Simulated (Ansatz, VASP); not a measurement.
SrRu2: VASP beside Ansatz

```
CELL_PARAMETERS angstrom
3.55934 0.00000 0.00000
-1.77967 3.08248 0.00000
0.00000 0.00000 7.62977
ATOMIC_POSITIONS crystal
Sr 0.00000 0.00000 0.50000
Ru 0.33333 0.66667 0.87171
Ru 0.66667 0.33333 0.12829
```

Alike in both runs: task single point; functional PBE; k mesh 6 × 6 × 2; occupations gaussian, width 0.1 eV; no spin polarisation.

|  | VASP | Ansatz |
| --- | --- | --- |
| version | VASP 6.6.1 | Ansatz 0.2.0 |
| potentials or method | VASP PAW PBE potentials, release 64 (Sr_sv, Ru_pv) | scalar-relativistic, plane waves, PAW |
| plane-wave cutoff (eV) | 520 | 420 |
| valence electrons in the cell | 38 | 42 |

```tsv
	VASP	Ansatz	Ansatz less VASP
gap on the k mesh at the Fermi level (eV)	none	none	-
pressure (GPa)	-16.1	-16.1	-0.06
largest component of the traceless stress (GPa)	3.76	3.76	+0.001
rms of the force components (eV/Å)	0.918	0.915	-0.0033
```

Atom by atom the forces differ by 0.003 eV/Å (rms over components). A gap of «none» marks a metal or a gap that the smearing closes. The two sets of potentials don't hold the same shells in valence.

Caveats: the k mesh is coarse (spacing up to 0.41 Å⁻¹), so the values aren't converged; so large a pressure means that the cell lies far from this level's equilibrium, or that cutoff or potentials fall short (VASP); forces of over 1 eV/Å show positions far from the minimum, so gaps and moduli don't describe the material at rest.
